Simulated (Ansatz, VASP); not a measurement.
# BiAs in VASP and in Ansatz

The input INCAR:

```
  PREC = Accurate
  ENCUT = 520
  EDIFF = 1E-6
  ISMEAR = 0
  SIGMA = 0.05
  LREAL = False
  LASPH = True
  NELM = 80
  ALGO = Normal
  ISIF = 2
  LWAVE = False
  LCHARG = False
  GGA = PE
  NBANDS = 17
```

File KPOINTS:

```
regular mesh
0
Gamma
  6 6 6
```

File POSCAR:

```
BiAs
1.0
    0.0000000000      3.0242938946      3.0242938946
    3.0242938946      0.0000000000      3.0242938946
    3.0242938946      3.0242938946      0.0000000000
Bi As
1 1
Direct
    0.0000000000      0.0000000000      0.0000000000
    0.5000000000      0.5000000000      0.5000000000
```

Input for Ansatz:

```yaml
crystal:
  lattice:
    - [0.0, 3.0242938946, 3.0242938946]
    - [3.0242938946, 0.0, 3.0242938946]
    - [3.0242938946, 3.0242938946, 0.0]
  atoms:
    - { symbol: Bi, position: [0.0, 0.0, 0.0] }
    - { symbol: As, position: [0.5, 0.5, 0.5] }
basis:
  ecutwfc: 420
kpoints:
  mp_grid: { grid: [6, 6, 6] }
hamiltonian:
  xc: pbe
scf:
  occupations: { method: gaussian, width: 0.05 }
output:
  forces: true
  stress: true
  eigenvalues: true
```

The cell comes from a database or a generator and needn't be the stable form of this composition.

Alike in both runs: task single point; functional PBE; k mesh 6 × 6 × 6; occupations gaussian, width 0.05 eV; no spin polarisation.

|  | VASP | Ansatz |
| --- | --- | --- |
| version | VASP 6.6.1 | Ansatz 0.2.0 |
| potentials or method | VASP PAW PBE potentials, release 64 (Bi_d, As) | scalar-relativistic, plane waves, PAW |
| plane-wave cutoff (eV) | 520 | 420 |
| valence electrons in the cell | 20 | 30 |

|  | VASP | Ansatz | Ansatz less VASP |
| --- | --- | --- | --- |
| gap on the k mesh at the Fermi level (eV) | 0.07 | 0.07 | +0.006 |
| least direct gap on the mesh (eV) | 0.15 | 0.15 | +0.008 |
| pressure (GPa) | -0.3 | -0.3 | 0.00 |

The functional is the same, so the differences come from potentials, cutoffs and numerics. The two sets of potentials don't hold the same shells in valence.

Caveats: spin-orbit coupling is left out, which as a rule narrows the gap of such compounds by several tenths of an eV. A hybrid or GW would open this gap; PBE tends to underestimate it. A k mesh can miss the band edges.
